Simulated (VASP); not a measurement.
# TeAs2: single point with PBE

TeAs2, a sheet with vacuum:

```
CELL_PARAMETERS angstrom
5.01088 0.00000 0.00000
-2.50544 4.33955 0.00000
0.00000 0.00000 23.80000
ATOMIC_POSITIONS crystal
Te 0.00000 0.00000 0.29412
As 0.33333 0.66667 0.29412
As 0.66667 0.33333 0.29412
```

The cell was built by a generator and needn't be a form met in nature.

| Property | Result |
| --- | --- |
| Program | VASP 6.6.1 |
| Task | single point |
| Functional | PBE |
| Potentials or basis | VASP PAW PBE potentials, release 64 (Te, As) |
| Cutoff | 520 eV |
| k mesh | 12 × 12 × 1 |
| Occupations | gaussian, width 0.1 eV |
| Spin | no spin polarisation |

```yaml
Band_gap_on_the_k_mesh: none (metal or under the smearing width)
```

Levels at points of the mesh, in eV from the Fermi level:
```csv
k point,band 4,band 5,band 6,band 7,band 8,band 9,band 10,band 11,band 12,band 13
"(0.00, 0.00, 0.00)",-4.06,-4.06,-3.66,-3.44,-3.44,0.87,1.21,3.47,4.66,4.99
"(0.50, 0.00, 0.00)",-5.81,-2.14,-1.55,-0.64,-0.09,0.30,1.86,1.97,2.96,5.31
```

Wall time 4.1 min on 1 thread of Intel(R) Xeon(R) Platinum 8259CL CPU @ 2.50GHz (Skylake/Cascade Lake), on a shared host, peak memory 0.64 GiB.

The run has no spin-orbit coupling, so splittings on Te are missing.
